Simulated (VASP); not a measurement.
Consider the following.

```
Al3Sc
1.0
    4.04851     0.00000     0.00000
    0.00000     4.04851     0.00000
    0.00000     0.00000     4.04851
Sc Al
1 3
Cartesian
  0.00000   0.00000   0.00000
  0.00000   2.02425   2.02425
  2.02425   0.00000   2.02425
  2.02425   2.02425   0.00000
```

Computed with PBE GGA with D3 dispersion (Becke-Johnson damping), VASP's PBE PAW potentials (set 64) (plane waves; VASP 6.6.1). Numerical set-up: 520 eV cut-off, 7×7×7 Γ-centred mesh, first-order Methfessel-Paxton smearing of 0.10 eV, potentials Sc_sv Al.

Q: Estimate the energy per atom (σ→0), band gap (on the k-mesh) with the smallest direct gap where there is one.

A: 
The band gap (on the k-mesh) comes out as none (metal, semimetal or under 0.01 eV) and the energy per atom (σ→0) comes out as -5.206 eV/atom.

The compound is Al3Sc in the L1_2 structure. It was relaxed first. The start is the result of an earlier pass.
